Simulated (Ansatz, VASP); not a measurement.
# MgS: VASP beside Ansatz, part 2 of 2

One calculation is typed for both programs; each brings its own data sets. How far apart do they land? The cell is taken from a series of runs on this material, whose earlier steps may have relaxed, scaled, displaced or heated it; both programs get it as it stands.

VASP 6.6.1 and Ansatz 0.2.0.

So far: Set-up; VASP: relaxation of cell and atoms, PBEsol, pair 1; Ansatz: relaxation of cell and atoms, PBEsol, pair 1; Side by side.

## Step 5: Ansatz: relaxation of cell and atoms, PBEsol, pair 2

Level of this step: Ansatz beside VASP: Kohn-Sham DFT, plane waves, PBEsol (Ansatz).

The relaxed volume is the usual yardstick between codes: in a stiff, nearly cubic crystal its relative difference is about their pressure difference at one cell divided by the bulk modulus.

The cell is taken from a series of runs on this material, whose earlier steps may have relaxed, scaled, displaced or heated it; both programs get it as it stands.

input.yaml

```yaml
crystal:
  lattice:
    - [0.0, 2.8331200468, 2.8331200468]
    - [2.8331200468, 0.0, 2.8331200468]
    - [2.8331200468, 2.8331200468, 0.0]
  atoms:
    - { symbol: Mg, position: [0.0, 0.0, 0.0] }
    - { symbol: S, position: [0.75, 0.75, 0.75] }
kpoints:
  mp_grid: { grid: [6, 6, 6] }
hamiltonian:
  xc: pbesol
scf:
  occupations: { method: gaussian, width: 0.02 }
output:
  forces: true
  stress: true
  eigenvalues: true
relax:
  adjacent_minimum: "off"
  f_tol: 0.005
  max_steps: 80
  cell: { stress_tol: 0.05 }
```

Command:

```bash
ansatz run input.yaml --threads 4 --pin off --max-ram 7168MiB --backend cpu --events-out ev --progress --plain --runs-dir out
```

Numbers of over 12 decimals in the logs are rounded to 6 here.

The log of the run:

```text
[...]
Crystal: 2 atoms, lattice volume = 45.480 Å³
Basis set: ecut = 420 eV, 893 PW (Γ), exchange–correlation on 54×54×54 points (8 copies of the dense FFT grid, shifted against one another)
Bands: 12, of which v1, the nominal top of the filled ones, is band 8 counted from 1 (7 counted from 0)
Symmetry: 24 space group operations
[...]
k-points: 16 of 216 (time reversal used)
[...]
k-point 15: bands = [... 4 lower, -7.2363, 0.5600, 1.5187, 1.8190, 7.9326, 9.8597, 12.3924, 12.4182]
--- Relaxed structure (3 steps of the walk, 3 accepted, 1 SCFs on fresh bases) ---
[...]
cell:  # Å, volume = 45.1364 Å³
    - [0, 2.825957, 2.825957]
    - [2.825957, 0, 2.825957]
    - [2.825957, 2.825957, 0]
  atoms:
    - { symbol: Mg, position: [0, 0, 0] }
    - { symbol: S, position: [0.75, 0.75, 0.75] }
[key lines of the parts left out:]
SCF converged after 4 iterations
Free energy (F): -2799.761403 eV
Fermi energy:    4.770463 eV
P = ⅓ Tr σ = 0.0015 GPa (0.015 kbar)
```

## Step 6: VASP: relaxation of cell and atoms, PBEsol, pair 2

The same cell, functional, mesh and smearing now go to VASP, with its own data sets.

INCAR

```
SYSTEM = MgS
PREC = Accurate
ENCUT = 600
EDIFF = 1E-07
NELM = 120
ISMEAR = 0
SIGMA = 0.02
LREAL = .FALSE.
ALGO = Normal
GGA = PS
NBANDS = 10
LORBIT = 11
LWAVE = .FALSE.
LCHARG = .FALSE.
ISIF = 3
IBRION = 2
NSW = 80
EDIFFG = -0.005
LASPH = .TRUE.
GGA_COMPAT = .FALSE.
NELMIN = 4
EFERMI = MIDGAP
```

POSCAR

```
MgS
1.0
    0.0000000000      2.8331200000      2.8331200000
    2.8331200000      0.0000000000      2.8331200000
    2.8331200000      2.8331200000      0.0000000000
Mg S
1 1
Direct
    0.0000000000      0.0000000000      0.0000000000
    0.7500000000      0.7500000000      0.7500000000
```

KPOINTS

```
Automatic mesh
0
Gamma
6 6 6
0 0 0
```

The projector-augmented-wave data sets are Mg and S (PBE family, release 64).

Command:

```bash
mpirun -np 1 vasp_std
```

The log of the run:

```text
[banner, memory and clock lines left out]
running    1 mpi-ranks, on    1 nodes
[...]
[... a notice as in an earlier step ...]

 LDA part: xc-table for (Slater+PW92), standard interpolation
 POSCAR, INCAR and KPOINTS ok, starting setup
[...]
entering main loop
       N       E                     dE             d eps       ncg     rms          rms(c)
DAV:   1     0.240230671876E+02    0.24023E+02   -0.35259E+03   328   0.691E+02
DAV:   2    -0.768632548702E+01   -0.31709E+02   -0.30946E+02   394   0.103E+02
DAV:   3    -0.938831453840E+01   -0.17020E+01   -0.17000E+01   384   0.274E+01
DAV:   4    -0.940154384098E+01   -0.13229E-01   -0.13227E-01   394   0.291E+00
[...]
DAV:  12    -0.891686917785E+01    0.69075E-06   -0.19072E-06   364   0.638E-03    0.721E-03
DAV:  13    -0.891686906405E+01    0.11381E-06   -0.22337E-07   368   0.231E-03    0.305E-03
DAV:  14    -0.891686909316E+01   -0.29113E-07   -0.10016E-08   190   0.503E-04
   1 F= -.89168691E+01 E0= -.89168691E+01  d E =-.891687E+01
[...]
DAV:   5    -0.891747762943E+01    0.40109E-05   -0.10607E-05   342   0.197E-02    0.100E-02
DAV:   6    -0.891747713112E+01    0.49831E-06   -0.30611E-07   328   0.386E-03    0.557E-03
DAV:   7    -0.891747707640E+01    0.54710E-07   -0.23032E-08   190   0.956E-04
   2 F= -.89174771E+01 E0= -.89174771E+01  d E =-.607983E-03
 trial-energy change:   -0.000608  1 .order   -0.000595   -0.001462    0.000272
 step:   0.8489(harm=  0.8432)  dis= 0.00000  next Energy=    -8.917498 (dE=-0.628E-03)
[...]
N       E                     dE             d eps       ncg     rms          rms(c)
DAV:   1    -0.891757259084E+01   -0.95460E-04   -0.13997E-03   330   0.197E-01    0.613E-02
DAV:   2    -0.891750444494E+01    0.68146E-04   -0.19802E-04   328   0.608E-02    0.203E-02
DAV:   3    -0.891749797567E+01    0.64693E-05   -0.38144E-05   352   0.291E-02    0.150E-02
DAV:   4    -0.891749762519E+01    0.35048E-06   -0.29097E-07   340   0.382E-03    0.129E-02
DAV:   5    -0.891749651201E+01    0.11132E-05   -0.23683E-07   324   0.295E-03    0.142E-03
DAV:   6    -0.891749656344E+01   -0.51423E-07   -0.63256E-09   174   0.576E-04
   3 F= -.89174966E+01 E0= -.89174966E+01  d E =-.627470E-03
[...]
reached required accuracy - stopping structural energy minimisation
```

Parts of OUTCAR (step 6):

```text
  Total       -0.0000376     -0.0000376     -0.0000376     -0.0000000      0.0000000     -0.0000000
  in kB       -0.0013368     -0.0013368     -0.0013368     -0.0000000      0.0000000     -0.0000000
  external PRESSURE =      -0.0013368 kB  Pullay stress =       0.0000000 kB

 POSITION                                       TOTAL-FORCE (eV/Angst)
 -----------------------------------------------------------------------------------
      0.00000      0.00000      0.00000         0.000000      0.000000      0.000000
      4.23731      4.23731      4.23731        -0.000000     -0.000000     -0.000000
 -----------------------------------------------------------------------------------
    total drift:                               -0.000000     -0.000000      0.000000

  FREE ENERGIE OF THE ION-ELECTRON SYSTEM (eV)
  ---------------------------------------------------
  free  energy   TOTEN  =        -8.9174965634 eV

  energy  without entropy=       -8.9174965634  energy(sigma->0) =       -8.91749656

[... 1 part as in an earlier step ...]

[... 3 further parts left out ...]
[key lines of the parts left out:]
E-fermi :   2.7055
```

## Step 7: Differences

What differs besides the data sets and the points named for the pairs above, as far as they apply: the data sets hold 16 valence electrons in Ansatz (on its default PAW (the set named soft_2) files) and 8 in VASP. Total energies have different zeros and are not compared.

Both answers:

```
                                         quantity  Ansatz   VASP  difference
                                      volume (Å³)   45.14  45.08     +0.12 %
edge a after relaxation, in the typed setting (Å)   3.997  3.995     +0.04 %
```

## Step 8: Summary of results

| Item | Value |
| --- | --- |
| difference in volume (relaxation of cell and atoms, PBEsol, pair 1) | 0.14 % |
| difference in volume (relaxation of cell and atoms, PBEsol, pair 2) | 0.12 % |

**Reading.** The difference in volume is 0.14 % (relaxation of cell and atoms, PBEsol, pair 1), within the 1.2 % picked in this series as the mark of a large difference, as far as the stopping tolerances let one tell. The data sets hold unlike numbers of valence electrons (16 in Ansatz and 8 in VASP), so part of the differences comes from the potentials. How closely two codes agree says nothing of how well the functional describes the real material.

[Lines on the potential files, build, host, timing and source positions are cut from VASP's logs without a mark.]

[Logs are printed without paths, hosts, clocks, repeated set-up lines and the standing remarks that a program may print on its own settings, such as how far it seeks lower states.]

[Hosts, paths, dates, database ids (printed as entryN), source tags and the programs' standing remarks are cut or masked in the printed files.]
